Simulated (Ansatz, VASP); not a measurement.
## Cross-check of ZrTeSe between VASP and Ansatz

Aim: how closely do two programs agree when they are given the same cell, functional and k mesh? The cell is taken from a series of runs on this material, whose earlier steps may have relaxed, scaled, displaced or heated it; both programs get it as it stands.

Main program and level: Ansatz 0.2.0; plane waves, with VASP 6.6.1 beside it; single point at PBEsol.

## Step 1: Starting point

The cell holds 3 atoms: 1 Zr, 1 Se and 1 Te. Cell: a = 3.750 Å, b = 3.750 Å, c = 20.000 Å, α = 90.0°, β = 90.0°, γ = 120.0°. Vacuum lies along c.

## Step 2: Ansatz: single point, PBEsol

Ansatz runs on its default PAW (the set named soft_2) files.

With cell and atoms fixed, the geometry can't cause a difference; cores, projectors, grids and the points listed under the comparison can.

Contents of input.yaml:

```yaml
crystal:
  lattice:
    - [3.75, 0.0, 0.0]
    - [-1.875, 3.2476, 0.0]
    - [0.0, 0.0, 20.0]
  atoms:
    - { symbol: Zr, position: [0.0, 0.0, 0.5] }
    - { symbol: Se, position: [0.333333, 0.666667, 0.575] }
    - { symbol: Te, position: [0.666667, 0.333333, 0.42] }
  periodic: [true, true, false]
kpoints:
  mp_grid: { grid: [6, 6, 1] }
hamiltonian:
  xc: pbesol
scf:
  occupations: { method: gaussian, width: 0.1 }
output:
  forces: true
  stress: true
  eigenvalues: true
```

The run is started by

```bash
> ansatz run input.yaml --threads 8 --pin off --max-ram 14336MiB --backend cpu --events-out ev --progress --plain --runs-dir out
```

Numbers of over 12 decimals in the logs are rounded to 6 here.

Output:

```text
Warning: crystal.periodic: the lattice vector that does not repeat stood 0.000° off the slab's normal, 20.000 Å along it as the deck builds it. The run solves the slab on a vector along the normal, 30.000 Å long, with every atom where it was (on the deck's vector they left 16.90 Å outside them, and the widest stretch free of ions among them is 1.60 Å). A fractional position that the run reports is one of the run's ce [...]
Warning: the atoms were moved onto the symmetric positions of the space group found under crystal.symmetry.tolerance 1.0e-5 (fractional; no operation is sought that the atoms, as they stand in a round, miss by more than twice it, and no atom is moved by as much as it), and the run uses the moved positions. Before a round's move an operation carried an atom to 3.75e-6 Å from where it should land, the largest such dist [...]
crystal.periodic: the lattice vector that does not repeat stood 0.000° off the slab's normal, 20.000 Å along it as the deck builds it. The run solves the slab on a vector along the normal, 30.000 Å long, with every atom where it was (on the deck's vector they left 16.90 Å outside them, and the widest stretch free of ions among them is 1.60 Å). A fractional position that the run reports is one of the run's cell, which [...]
Engine: ansatz 0.2.0, aarch64-unknown-linux-gnu
Pseudopotentials: kind: paw
Pseudopotential: Zr, paw, valence charge 12, recommended cutoff 420 eV (normal), Zr.paw.azcp
Pseudopotential: Se, paw, valence charge 16, recommended cutoff 420 eV (normal), Se.paw.azcp
Pseudopotential: Te, paw, valence charge 16, recommended cutoff 420 eV (normal), Te.paw.azcp
Functional definition: PBEsol
  exchange = pbesol_x
  correlation = pbesol_c
Crystal: 3 atoms, lattice volume = 365.355 Å³
Basis set: ecut = 420 eV, 7157 PW (Γ), exchange–correlation on 54×54×432 points (8 copies of the dense FFT grid, shifted against one another)
Bands: 27, of which v1, the nominal top of the filled ones, is band 22 counted from 1 (21 counted from 0)
Symmetry: 6 space group operations
Space group: P3m1 (ITA 156), of the structure as read, at distance tolerance 7.1e-5 Å
k-points: 7 of 36 (time reversal used)
Non-local potential: Zr, projectors of the file, l = 0: 3, l = 1: 2, l = 2: 2, l = 3: 2
Non-local potential: Se, projectors of the file, l = 0: 2, l = 1: 2, l = 2: 3, l = 3: 1
Non-local potential: Te, projectors of the file, l = 0: 2, l = 1: 2, l = 2: 2, l = 3: 2
PAW form: soft (Blöchl's): semilocal exchange-correlation on the pseudo side does not see the compensation charge
PAW frozen core: Zr, regenerated for the run's functional, and the local potential with it (the file was generated under x = pbe(κ = 0.804, μ = 0.219515), c = pbe(β = 0.066725))
PAW frozen core: Se, regenerated for the run's functional, and the local potential with it (the file was generated under x = pbe(κ = 0.804, μ = 0.219515), c = pbe(β = 0.066725))
PAW frozen core: Te, regenerated for the run's functional, and the local potential with it (the file was generated under x = pbe(κ = 0.804, μ = 0.219515), c = pbe(β = 0.066725))
PAW one-centre angular grid: Zr, 590 points (default); XC on 64 Gauss nodes
PAW one-centre angular grid: Se, 590 points (default); XC on 64 Gauss nodes
PAW one-centre angular grid: Te, 590 points (default); XC on 64 Gauss nodes
Initial density: superposition of atomic densities (neutral atoms: chi_scale 0, normalization atom), corrected by the library's trained network
Initial wavefunctions: pseudopotential atomic-orbital guess
Functional: x = pbesol(κ = 0.804, μ = 0.123457), c = pbesol(β = 0.046)
SCF iter   1: F=—  HF=-16457.081751 eV  |F-HF|=—  |Δ(HF+E_count)|=         —  Δρ=1.84e-3  dr2=3.58e-2  ethr=1.77e-3  ⟨swp⟩=11.9  Hψ=1221  notcnv=0
preconditioner: auto → LDOS  [insulator: Δε(μ)=0.147 eV  Ē_g=7.850 eV  σ=0.100 eV  W_gap=0.56  n_scr=18 (ndim 8)  ℏωp=7.8 eV  f_vac=0.768  D(μ)=1.32/eV (n_scr^D=6)  ε∞_Penn≈2.0  β→1.0]
SCF iter   2: F=—  HF=-16457.080990 eV  |F-HF|=—  |Δ(HF+E_count)|=   7.62e-4  Δρ=1.18e-3  dr2=1.20e-2  ethr=8.14e-5  ⟨swp⟩=3.6  Hψ=492  notcnv=0  defer=5
SCF iter   3: F=—  HF=-16457.078233 eV  |F-HF|=—  |Δ(HF+E_count)|=   2.76e-3  Δρ=3.06e-4  dr2=5.87e-4  ethr=2.73e-5  ⟨swp⟩=2.9  Hψ=394  notcnv=0  defer=5
SCF iter   4: F=—  HF=-16457.078057 eV  |F-HF|=—  |Δ(HF+E_count)|=   1.77e-4  Δρ=5.95e-5  dr2=1.68e-5  ethr=1.33e-6  ⟨swp⟩=3.1  Hψ=399  notcnv=0  defer=5
SCF iter   5: F=—  HF=-16457.078140 eV  |F-HF|=—  |Δ(HF+E_count)|=   8.36e-5  Δρ=1.42e-5  dr2=1.32e-6  ethr=3.81e-8  ⟨swp⟩=4.1  Hψ=415  notcnv=0  defer=5
SCF iter   6: F=—  HF=-16457.078141 eV  |F-HF|=—  |Δ(HF+E_count)|=   5.76e-7  Δρ=5.59e-6  dr2=1.42e-7  ethr=3.00e-9  ⟨swp⟩=3.0  Hψ=393  notcnv=0  defer=4
SCF iter   7: F=-16457.078141 eV  HF=-16457.078141 eV  |F-HF|=2.28e-8  |Δ(HF+E_count)|=   2.30e-7  Δρ=1.02e-6  dr2=3.56e-9  ethr=2.27e-10  ⟨swp⟩=14.7  Hψ=1033  notcnv=0
SCF 1 converged in 7 iterations: F = -16457.078141 eV  dr2 = 3.56e-9
  greatest PAW one-centre occupation: 1.000 electrons in one spin orbital (limit 2), on the Se atom at site 1 (counted from 0), in its partial waves of l = 2
SCF converged after 7 iterations
Free energy (F): -16457.078141 eV
Harris-Foulkes:  -16457.078141 eV  (|F-HF|=2.28e-8)
Internal energy: -16457.071118 eV  (E = F + TS)
E sigma→0 (E₀):  -16457.074630 eV
Entropy (-TS):   -0.007023 eV (-2.341 meV/atom)
Fermi energy:    -4.949465 eV
--- Per-component energies (eV) ---
  E_band       = -1401.653630
  E_kinetic    = 640.815829
  E_local      = -88700.404883  (includes V_loc(G=0)·N_el)
  E_nonlocal   = -819.560156
  E_hartree    = 44059.217744
  E_xc         = -390.825922
  E_vxc        = -397.342326  (∫ρ·V_xc dr)
  E_paw        = -9352.554018  (= ΣΔE_a)
  E_vpaw       = -243.596792  (= ΣTr[D̂ρ^β])
  E_aug_tail   = -0.000743  (compensation charges beyond the density's cutoff)
  E_ewald      = 38104.692044
  E_core_change = 1.548986  (= ΣΔE_core)
  E_smearing   = -0.007023  (= −TS)
  E_closure    = -0.000000  (closes the sum)
  Σ components = -16457.078141   (vs F -16457.078141, Δ=0.00e0)
--- Forces (eV/Å), atoms counted from 1 ---
  atom   1  Zr     0.00000000    -0.00000000     2.53677900
  atom   2  Se     0.00000000    -0.00000000     0.73566706
  atom   3  Te     0.00000000     0.00000000    -3.27243644
  max |Σ_I F_I| component: 9.61e-6 eV/Å
--- 2D stress c σ (N/m, compression-positive) ---
        6.154692       0.000000       0.000000
        0.000000       6.154692       0.000000
        0.000000       0.000000       0.000000
  P = ½ c Tr σ = 6.1547 N/m
--- Band table (eV; the first three rows and the last of 7) ---
  k-point 0: bands = [... 18 lower, -7.9892, -6.4625, -4.8381, -4.8381, -4.3546, -4.3546, -3.6606, -0.8501, ... 1 higher]
  k-point 1: bands = [... 18 lower, -7.8477, -6.8794, -5.8923, -5.8303, -4.3287, -3.3066, -3.0599, -1.4283, ... 1 higher]
  k-point 2: bands = [... 18 lower, -8.2634, -7.7877, -6.3681, -6.2787, -4.8138, -2.7899, -2.5059, -0.8161, ... 1 higher]
  k-point 6: bands = [... 18 lower, -9.0474, -7.5362, -7.4403, -7.3171, -3.5671, -2.8503, -2.7164, -1.1035, ... 1 higher]
```

## Step 3: VASP: single point, PBEsol

The same cell, functional, mesh and smearing now go to VASP, with its own data sets.

Lines of VASP's logs that name or quote its potential files are left out, and so is its time.

Contents of INCAR:

```
SYSTEM = ZrTeSe
PREC = Accurate
ENCUT = 400
EDIFF = 1E-06
NELM = 120
ISMEAR = 0
SIGMA = 0.1
LREAL = .FALSE.
ALGO = Normal
GGA = PS
NBANDS = 18
LASPH = .TRUE.
LORBIT = 11
LWAVE = .FALSE.
LCHARG = .FALSE.
ISIF = 2
LDIPOL = .TRUE.
IDIPOL = 3
DIPOL = 0.5 0.5 0.498
LVHAR = .TRUE.
GGA_COMPAT = .FALSE.
NELMDL = -8
```

Contents of POSCAR:

```
ZrTeSe
1.0
    3.7500000000      0.0000000000      0.0000000000
   -1.8750000000      3.2476000000      0.0000000000
    0.0000000000      0.0000000000     20.0000000000
Zr Se Te
1 1 1
Direct
    0.0000000000      0.0000000000      0.5000000000
    0.3333333333      0.6666666667      0.5750000000
    0.6666666667      0.3333333333      0.4200000000
```

Contents of KPOINTS:

```
Automatic mesh
0
Gamma
6 6 1
0 0 0
```

The projector-augmented-wave data sets are Zr_sv, Se and Te (PBE family, release 64).

The run is started by

```bash
> mpirun -np 1 vasp_std
```

Output:

```text
[banner, memory and clock lines left out]
running    1 mpi-ranks, on    1 nodes
 distrk:  each k-point on    1 cores,    1 groups
 distr:  one band on    1 cores,    1 groups

 POSCAR found type information on POSCAR ZrSeTe
 POSCAR found :  3 types and       3 ions
|                                                                             |
|               ----> ADVICE to this user running VASP <----                  |
|                                                                             |
|     You enforced a specific xc type in the INCAR file but a different       |
|     [... a line on the potential file left out ...]
|     I HOPE YOU KNOW WHAT YOU ARE DOING!                                     |
|                                                                             |

 LDA part: xc-table for (Slater+PW92), standard interpolation
 POSCAR, INCAR and KPOINTS ok, starting setup
 FFT: planning ... GRIDC
 FFT: planning ... GRID_SOFT
 FFT: planning ... GRID
 WAVECAR not read
 entering main loop
       N       E                     dE             d eps       ncg     rms          rms(c)
DAV:   1     0.136914463645E+03    0.13691E+03   -0.97387E+03   316   0.841E+02
DAV:   2    -0.613823026275E+01   -0.14305E+03   -0.13994E+03   326   0.209E+02
DAV:   3    -0.198817907892E+02   -0.13744E+02   -0.13697E+02   452   0.551E+01
DAV:   4    -0.202419084614E+02   -0.36012E+00   -0.35939E+00   344   0.927E+00
DAV:   5    -0.202701089177E+02   -0.28200E-01   -0.28195E-01   392   0.170E+00
DAV:   6    -0.202704225738E+02   -0.31366E-03   -0.31364E-03   344   0.242E-01
DAV:   7    -0.202704317841E+02   -0.92104E-05   -0.92105E-05   408   0.350E-02
DAV:   8    -0.202704319690E+02   -0.18482E-06   -0.18484E-06   336   0.575E-03    0.171E+01
DAV:   9    -0.192617001759E+02    0.10087E+01   -0.32764E+00   294   0.106E+01    0.753E+00
DAV:  10    -0.191678970063E+02    0.93803E-01   -0.56904E-01   328   0.391E+00    0.217E+00
DAV:  11    -0.191644718282E+02    0.34252E-02   -0.61625E-02   348   0.143E+00    0.686E-01
DAV:  12    -0.191628891899E+02    0.15826E-02   -0.48225E-03   372   0.501E-01    0.435E-01
DAV:  13    -0.191622151410E+02    0.67405E-03   -0.17007E-03   352   0.273E-01    0.172E-01
DAV:  14    -0.191619754193E+02    0.23972E-03   -0.49050E-04   364   0.129E-01    0.433E-02
[...]
DAV:  19    -0.191629595711E+02   -0.56743E-04   -0.17602E-06   312   0.665E-03    0.291E-03
DAV:  20    -0.191629821842E+02   -0.22613E-04   -0.44415E-06   274   0.600E-03    0.231E-03
DAV:  21    -0.191629904712E+02   -0.82870E-05   -0.55171E-07   292   0.233E-03    0.124E-03
DAV:  22    -0.191630025592E+02   -0.12088E-04   -0.47517E-07   260   0.188E-03    0.661E-04
DAV:  23    -0.191630132343E+02   -0.10675E-04   -0.46634E-07   280   0.153E-03    0.511E-04
DAV:  24    -0.191630176368E+02   -0.44025E-05   -0.15483E-07   266   0.914E-04    0.526E-04
DAV:  25    -0.191630193250E+02   -0.16883E-05   -0.57911E-08   254   0.560E-04    0.196E-04
DAV:  26    -0.191630197331E+02   -0.40807E-06   -0.14037E-08   240   0.322E-04
   1 F= -.19163020E+02 E0= -.19159512E+02  d E =-.701487E-02
```

Parts of OUTCAR (step 3):

```text
ion  position               nearest neighbor table
   1  0.000  0.000  0.500-   2 2.63   2 2.63   2 2.63   3 2.69   3 2.69   3 2.69
   2  0.333  0.667  0.575-   1 2.63   1 2.63   1 2.63
   3  0.667  0.333  0.420-   1 2.69   1 2.69   1 2.69

  LATTYP: Found a hexagonal cell.
 ALAT       =     3.7500000000
 C/A-ratio  =     5.3333333333

 Subroutine GETGRP returns: Found  6 space group operations
 (whereof  6 operations were pure point group operations)

The static configuration has the point symmetry C_3v.

 Found      7 irreducible k-points:

   k-points           NKPTS =      7   k-points in BZ     NKDIM =      7   number of bands    NBANDS=     18

   dimension x,y,z NGX =    24 NGY =   24 NGZ =  140
   dimension x,y,z NGXF=    48 NGYF=   48 NGZF=  280

   ENCUT  =  400.0 eV  29.40 Ry    5.42 a.u.   6.12  6.12 32.61*2*pi/ulx,y,z

   NELECT =      24.0000    total number of electrons

 k-points in reciprocal lattice and weights: Automatic mesh
   0.00000000  0.00000000  0.00000000       0.028
   0.16666667  0.00000000  0.00000000       0.167
   0.33333333  0.00000000  0.00000000       0.167
   0.50000000  0.00000000  0.00000000       0.083
   0.16666667  0.16666667  0.00000000       0.167
   0.33333333  0.16666667  0.00000000       0.333
   0.33333333  0.33333333  0.00000000       0.056

 dipolmoment           0.000000      0.000000      0.028969 electrons x Angstroem

 average (electrostatic) potential at core
       1 -85.2237       2 -59.2325       3 -95.2055

 E-fermi :  -1.3539

 k-point     1 :       0.0000    0.0000    0.0000
  band No.  band energies     occupation
    ...
      6     -13.0385      2.00000
      7      -6.1241      2.00000
      8      -4.4016      2.00000
      9      -4.4016      2.00000
     10      -2.8681      2.00000
     11      -1.2382      0.10168
     12      -1.2382      0.10167
     13      -0.7664      0.00000
     14      -0.7664      0.00000
     15      -0.0647      0.00000
    ...

 k-point     2 :       0.1667    0.0000    0.0000
  band No.  band energies     occupation
    ...
      8      -5.0624      2.00000
      9      -4.2590      2.00000
     10      -3.2859      2.00000
     11      -2.2923      2.00000
     12      -2.2369      2.00000
     13      -0.7364      0.00000
     14       0.2878      0.00000
     15       0.5345      0.00000
     16       2.1688      0.00000
     17       3.1812      0.00000
    ...

 k-point     3 :       0.3333    0.0000    0.0000
  band No.  band energies     occupation
    ...
      8      -5.2479      2.00000
      9      -4.6708      2.00000
     10      -4.1971      2.00000
     11      -2.7657      2.00000
     12      -2.6852      2.00000
     13      -1.2202      0.05864
     14       0.8028      0.00000
     15       1.0875      0.00000
     16       2.7752      0.00000
     17       3.3467      0.00000
    ...

  Total        4.7341948      4.7342086      6.4041854      0.0000000      0.0000000      0.0000000
  in kB       31.1410254     31.1411162     42.1260443      0.0000000      0.0000000      0.0000000
  external PRESSURE =      34.8027286 kB  Pullay stress =       0.0000000 kB

  energy-cutoff  :      400.00
  volume of cell :      243.57
      direct lattice vectors                 reciprocal lattice vectors
     3.750000000  0.000000000  0.000000000     0.266666667  0.153959847  0.000000000
    -1.875000000  3.247600000  0.000000000     0.000000000  0.307919695  0.000000000
     0.000000000  0.000000000 20.000000000     0.000000000  0.000000000  0.050000000

 POSITION                                       TOTAL-FORCE (eV/Angst)
 -----------------------------------------------------------------------------------
      0.00000      0.00000     10.00000        -0.000000      0.000000      2.542128
     -0.00000      2.16507     11.50000         0.000000     -0.000000      0.768300
      1.87500      1.08253      8.40000         0.000000     -0.000000     -3.310428
 -----------------------------------------------------------------------------------
    total drift:                                0.000000     -0.000026      0.000222

  FREE ENERGIE OF THE ION-ELECTRON SYSTEM (eV)
  ---------------------------------------------------
  free  energy   TOTEN  =       -19.1630197331 eV

  energy  without entropy=      -19.1560048650  energy(sigma->0) =      -19.15951230

 vacuum level on the upper side and lower side of the slab         3.810         3.379

 total charge
# of ion       s       p       d       tot
------------------------------------------
    1        2.184   6.021   1.677   9.882
    2        1.464   2.411   0.032   3.907
    3        1.377   2.154   0.046   3.577
--------------------------------------------------
tot          5.026  10.586   1.755  17.367

[... 3 further parts left out ...]
```

The run ends at a pressure of 3.48 GPa, with forces up to 3.3 eV/Å.

## Step 4: Side by side

Known differences besides the potentials themselves: Ansatz cuts the interaction across the vacuum, VASP repeats the sheet with a dipole correction; the data sets hold 44 valence electrons in Ansatz (on its default PAW (the set named soft_2) files) and 24 in VASP; the cutoff is 420 eV in Ansatz and 400 eV in VASP; Ansatz makes its cores anew for this functional, VASP keeps those of its PBE data sets. Total energies have different zeros and are not compared.

Forces (eV/Å; atoms numbered as in POSCAR):

| atom | Ansatz x, y, z | VASP x, y, z |
| --- | --- | --- |
| Zr1 | 0.000, 0.000, 2.537 | 0.000, 0.000, 2.542 |
| Se2 | 0.000, 0.000, 0.736 | 0.000, 0.000, 0.768 |
| Te3 | 0.000, 0.000, -3.272 | 0.000, 0.000, -3.310 |

The forces differ by 17 meV/Å r.m.s., which is 1.2 % of the r.m.s. force of 1.415 eV/Å (both taken over all components). With vacuum in the cell, a pressure given here is an average over mostly empty space and none of the material.

## Step 5: What came out

```json
{
  "r.m.s. force difference (single point, PBEsol)": "1.2 % of the r.m.s. force"
}
```

What this shows: The r.m.s. force difference is 1.2 % of the r.m.s. force (single point, PBEsol), within the 3 % picked in this series as the mark of a large difference. The data sets hold unlike numbers of valence electrons (44 in Ansatz and 24 in VASP), so part of the differences comes from the potentials. How closely two codes agree says nothing of how well the functional describes the real material.

[Lines on the potential files, build, host, timing and source positions are cut from VASP's logs without a mark.]

[Logs are printed without paths, hosts, clocks, repeated set-up lines and the standing remarks that a program may print on its own settings, such as how far it seeks lower states.]

[Hosts, paths, dates, database ids (printed as entryN), source tags and the programs' standing remarks are cut or masked in the printed files.]
